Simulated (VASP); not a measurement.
Output of a VASP run:

### OSZICAR
```
...
DAV:   5    -0.822055684509E+01    0.78512E-05   -0.23128E-05   536   0.317E-02    0.160E-02
DAV:   6    -0.822055700805E+01   -0.16296E-06   -0.18905E-06   336   0.880E-03
   8 F= -.55460382E+01 E0= -.55460382E+01  d E =-.114141E-01
       N       E                     dE             d eps       ncg     rms          rms(c)
DAV:   1    -0.821631438219E+01    0.42425E-02   -0.10126E+00   476   0.566E+00    0.740E-01
DAV:   2    -0.819921941972E+01    0.17095E-01   -0.29061E-02   460   0.126E+00    0.410E-01
DAV:   3    -0.819175570815E+01    0.74637E-02   -0.13375E-02   492   0.674E-01    0.145E-01
DAV:   4    -0.819139140827E+01    0.36430E-03   -0.11861E-03   472   0.220E-01    0.160E-01
DAV:   5    -0.819135834004E+01    0.33068E-04   -0.16248E-04   492   0.794E-02    0.229E-02
DAV:   6    -0.819135477692E+01    0.35631E-05   -0.16248E-05   456   0.249E-02    0.129E-02
DAV:   7    -0.819135527160E+01   -0.49468E-06   -0.10429E-06   304   0.772E-03
   9 F= -.55500064E+01 E0= -.55500064E+01  d E =-.396820E-02
       N       E                     dE             d eps       ncg     rms          rms(c)
DAV:   1    -0.820256325812E+01   -0.11208E-01   -0.71416E-02   456   0.149E+00    0.193E-01
DAV:   2    -0.820132482653E+01    0.12384E-02   -0.20805E-03   480   0.338E-01    0.111E-01
DAV:   3    -0.820078480894E+01    0.54002E-03   -0.98059E-04   480   0.182E-01    0.378E-02
DAV:   4    -0.820075723283E+01    0.27576E-04   -0.86622E-05   492   0.594E-02    0.439E-02
DAV:   5    -0.820075395939E+01    0.32734E-05   -0.11264E-05   476   0.208E-02    0.522E-03
DAV:   6    -0.820075380563E+01    0.15376E-06   -0.77038E-07   264   0.589E-03
  10 F= -.55505998E+01 E0= -.55505998E+01  d E =-.456157E-02
       N       E                     dE             d eps       ncg     rms          rms(c)
DAV:   1    -0.821422478908E+01   -0.13471E-01   -0.43935E-02   440   0.118E+00    0.180E-01
DAV:   2    -0.821317716457E+01    0.10476E-02   -0.19531E-03   464   0.301E-01    0.872E-02
DAV:   3    -0.821285182082E+01    0.32534E-03   -0.87391E-04   472   0.157E-01    0.641E-02
DAV:   4    -0.821284671285E+01    0.51080E-05   -0.19623E-05   520   0.346E-02    0.618E-02
DAV:   5    -0.821283954463E+01    0.71682E-05   -0.13543E-05   516   0.231E-02    0.649E-03
DAV:   6    -0.821283943698E+01    0.10765E-06   -0.81715E-07   236   0.696E-03
  11 F= -.55508881E+01 E0= -.55508881E+01  d E =-.288364E-03
       N       E                     dE             d eps       ncg     rms          rms(c)
DAV:   1    -0.821243163578E+01    0.40791E-03   -0.51509E-05   444   0.404E-02    0.641E-03
DAV:   2    -0.821243029578E+01    0.13400E-05   -0.23877E-06   376   0.107E-02    0.324E-03
DAV:   3    -0.821242994118E+01    0.35460E-06   -0.11717E-06   224   0.624E-03
  12 F= -.55508882E+01 E0= -.55508882E+01  d E =-.288402E-03
       N       E                     dE             d eps       ncg     rms          rms(c)
DAV:   1    -0.821104504641E+01    0.13852E-02   -0.13296E-02   424   0.708E-01    0.533E-02
DAV:   2    -0.821108156916E+01   -0.36523E-04   -0.57080E-04   468   0.170E-01    0.324E-02
DAV:   3    -0.821107758515E+01    0.39840E-05   -0.98497E-06   472   0.243E-02    0.211E-02
DAV:   4    -0.821107571395E+01    0.18712E-05   -0.45833E-06   440   0.118E-02    0.468E-03
DAV:   5    -0.821107577681E+01   -0.62861E-07   -0.30633E-07   220   0.374E-03
  13 F= -.55509807E+01 E0= -.55509807E+01  d E =-.925631E-04
```

File OUTCAR:
```
------------------------ aborting loop because EDIFF is reached ----------------------------------------
  FORCE on cell =-STRESS in cart. coord.  units (eV):
  Direction    XX          YY          ZZ          XY          YZ          ZX
  --------------------------------------------------------------------------------------
  Total        2.6608519      2.6608503      2.7087994     -0.0000000     -0.0000000      0.0000000
  in kB       50.0142267     50.0141963     50.9154622     -0.0000000     -0.0000000      0.0000000
  external PRESSURE =       0.3146284 kB  Pullay stress =      50.0000000 kB
  volume of cell :       85.24
      direct lattice vectors                 reciprocal lattice vectors
     1.974908058 -3.420640059 -0.000000000     0.253176343 -0.146171474 -0.000000000
     1.974908058  3.420640059  0.000000000     0.253176343  0.146171474  0.000000000
     0.000000000 -0.000000000  6.308897585    -0.000000000 -0.000000000  0.158506298
 POSITION                                       TOTAL-FORCE (eV/Angst)
 -----------------------------------------------------------------------------------
      0.00000     -0.00000      0.00000        -0.000000      0.000000      0.000000
      1.97491      1.14022      1.66711         0.000000     -0.000000     -0.000560
      1.97491     -1.14022      4.64179        -0.000000      0.000000      0.000560
 -----------------------------------------------------------------------------------
    total drift:                               -0.000000     -0.000000      0.000000
  FREE ENERGIE OF THE ION-ELECTRON SYSTEM (eV)
  ---------------------------------------------------
  free  energy   TOTEN  =        -8.2110757768 eV

  energy  without entropy=       -8.2110757768  energy(sigma->0) =       -8.21107578
  enthalpy is  TOTEN    =        -5.5509807316 eV   P V=        2.6600950452

 reached required accuracy - stopping structural energy minimisation
```
(Selected blocks of OUTCAR.)

### POSCAR
```
MgI2
1
    2.0640070650    -3.5749646849     0.0000000000
    2.0640070650     3.5749646849     0.0000000000
    0.0000000000     0.0000000000     6.9999352948
Mg I
1 2
Direct
  0.0000000000   0.0000000000   0.0000000000
  0.3333330000   0.6666670000   0.2382637304
  0.6666670000   0.3333330000   0.7617362696
```

Problem. Write an INCAR and KPOINTS that could have produced this output.

Solution. This is not unique; one that fits is the input of the run itself, PBEsol GGA, plane waves, VASP's PBE PAW potentials (set 64).

**INCAR**
```
SYSTEM = MgI2
PREC = Accurate
ENCUT = 500
EDIFF = 1E-6
NELM = 100
ALGO = Normal
LREAL = .FALSE.
LASPH = .TRUE.
ISMEAR = 0
SIGMA = 0.05
GGA = PS
LMAXMIX = 4
LWAVE = .FALSE.
LCHARG = .FALSE.
IBRION = 2
ISIF = 3
NSW = 40
EDIFFG = -0.02
PSTRESS = 50
```

File KPOINTS:
```
Automatic mesh
0
Gamma
6 6 3
0 0 0
```

POTCAR, in this order: Mg I (PBE.64 set). Program: vasp_std.

Energy and stress use the plane-wave basis of the starting cell. Without a dispersion term in the relaxation, distances and binding between the weakly bound layers, chains or molecules are unreliable, and so is what depends on them.

The compound is MgI2 in the 1T layered structure. This run relaxes it under an external pressure of 5 GPa. Symmetry was kept, so distortions that lower it aren't found.
